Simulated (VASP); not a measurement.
Input:

```
CELL_PARAMETERS angstrom
      4.74738     0.00000     0.00000
      0.00000     4.74738     0.00000
      0.00000     0.00000     3.15802
ATOMIC_POSITIONS crystal
  Zn 0.00000 0.00000 0.00000
  Zn 0.50000 0.50000 0.50000
  F  0.30403 0.30403 0.00000
  F  0.80403 0.19597 0.50000
  F  0.19597 0.80403 0.50000
  F  0.69597 0.69597 0.00000
```

The numbers are results of TPSS meta-GGA, VASP's PBE PAW potentials (set 64) (plane waves; VASP), not measurements. Numerical set-up: 520 eV cut-off, 4×4×6 Γ-centred mesh, Gaussian smearing of 0.050 eV, potentials Zn F.

### Question
Estimate the energy per atom (σ→0), band gap (on the k-mesh) with the smallest direct gap where there is one.

### Answer

band gap (on the k-mesh): 3.75 eV
smallest direct gap (on the k-mesh): 3.75 eV
energy per atom (σ→0): -8.326 eV/atom

Total energies compare only between runs with the same potentials, cut-off and functional.

The compound is ZnF2 in the rutile structure. It was relaxed first. The start is the result of an earlier pass.
